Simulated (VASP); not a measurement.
The system is TaSBr.

```xyz
3
Lattice="4.0444 0.0000 0.0000 0.0000 4.0444 0.0000 0.0000 0.0000 5.5292" Properties=species:S:1:pos:R:3 pbc="T T T"
Ta    2.0222    2.0222    4.0663
S     0.0000    0.0000    0.6306
Br    2.0222    2.0222    2.1720
```

The cell was built by a generator and needn't be a form met in nature.

The cell isn't the ideal one: random cell by space group and Wyckoff sites (P4mm, No. 99).

```yaml
Program: VASP 6.6.1
Task: relaxation of cell and atoms
Functional: PBE
Potentials_or_basis: VASP PAW PBE potentials, release 64 (Ta_pv, S, Br)
Cutoff: 600 eV
k_mesh: 4 × 4 × 4
Occupations: gaussian, width 0.1 eV
Spin: no spin polarisation
```

At the start: pressure 14.3 GPa; volume 30.15 Å³/atom.

Q: How do energy, volume and symmetry change on relaxing?

A: Over 68 steps the energy falls by 2980.5 meV/atom and the volume is 21.18 Å³/atom (-29.8 %); space group P4/mmm (No. 123, to 0.05 Å).

Step by step:
| step | energy change (eV) | largest force (eV/Å) | pressure (GPa) | volume (Å³) |
| --- | --- | --- | --- | --- |
| 1 | 0.0000 | 22.6457 | 14.25 | 90.44 |
| 3 | -4.0574 | 4.3856 | -3.79 | 117.26 |
| 5 | -6.0257 | 3.8855 | 8.10 | 95.90 |
| 7 | -7.1463 | 2.3001 | 2.45 | 102.06 |
| 9 | -7.7182 | 2.8725 | -1.26 | 108.79 |
| 11 | -8.4503 | 0.4440 | -3.32 | 112.36 |
| 13 | -8.6058 | 0.3935 | 0.14 | 105.38 |
| 15 | -8.6153 | 0.2964 | -0.01 | 105.34 |
| 17 | -8.6203 | 0.1987 | -0.29 | 105.72 |
| 19 | -8.6258 | 0.1431 | 0.00 | 105.08 |
| 21 | -8.6263 | 0.0253 | -0.04 | 104.87 |
| 23 | -8.6270 | 0.0186 | -0.11 | 104.80 |
| 25 | -8.6280 | 0.0660 | -0.90 | 104.02 |
| 27 | -8.6288 | 0.0340 | -0.58 | 104.26 |
| 29 | -8.6305 | 0.0458 | -0.52 | 103.56 |
| 31 | -8.6357 | 0.2031 | -0.24 | 100.78 |
| 33 | -8.6388 | 0.4325 | 0.24 | 96.80 |
| 35 | -8.6457 | 0.3162 | 0.30 | 94.20 |
| 37 | -8.6623 | 0.2162 | 1.18 | 83.92 |
| 39 | -3.1046 | 2.2751 | 92.11 | 45.37 |
| 41 | -5.7047 | 16.9268 | 41.96 | 57.53 |
| 43 | -3.4968 | 20.1815 | 77.62 | 48.37 |
| 45 | -4.7356 | 14.0623 | 66.93 | 48.67 |
| 47 | -8.5345 | 2.4975 | 8.39 | 60.11 |
| 49 | -8.5337 | 2.5052 | 7.28 | 60.91 |
| 51 | -8.6850 | 1.6208 | 2.15 | 63.04 |
| 53 | -8.7413 | 0.9561 | -2.74 | 65.78 |
| 55 | -8.8260 | 0.7757 | -1.44 | 64.54 |
| 57 | -8.8977 | 0.3436 | 2.35 | 62.24 |
| 59 | -8.9148 | 0.5167 | 0.41 | 63.37 |
| 61 | -8.9282 | 0.1977 | -1.18 | 64.28 |
| 63 | -8.9376 | 0.1121 | 0.50 | 63.21 |
| 65 | -8.9397 | 0.0976 | 0.12 | 63.39 |
| 67 | -8.9409 | 0.0373 | -0.42 | 63.73 |
| 68 | -8.9414 | 0.0245 | -0.06 | 63.53 |

Final structure:
```
Ta S Br
1.0
     3.48118    0.00000    0.00000
     0.00000    3.48118    0.00000
     0.00000    0.00000    5.24208
Ta S Br
1 1 1
Direct
  0.50000 0.50000 0.91519
  0.00000 0.00000 0.91291
  0.50000 0.50000 0.41419
```

Caveat: the k mesh is coarse (spacing up to 0.39 Å⁻¹), so the values aren't converged; the volume moved by over 15 % at a fixed basis, so the end points are rough.
